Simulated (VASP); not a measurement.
```xyz
2
Lattice="0.0000 2.6508 2.6508 2.6508 0.0000 2.6508 2.6508 2.6508 0.0000" Properties=species:S:1:pos:R:3 pbc="T T T"
Mg     0.0000     0.0000     0.0000
S      2.6508     2.6508     2.6508
```

Method: PBE GGA, VASP's PBE PAW potentials (set 64) (plane waves; VASP). Run with 480 eV cut-off, 8×8×8 Γ-centred mesh, Gaussian smearing of 0.050 eV, potentials Mg S.

Problem. Give the stress tensor in GPa (positive for a compressed cell).

Solution. 
```
-3.06   0.00   0.00
 0.00  -3.06   0.00
 0.00   0.00  -3.06
```
The pressure is its mean diagonal, -3.06 GPa.

The compound is MgS in the rock salt structure. This cell was strained or had an atom moved on purpose.
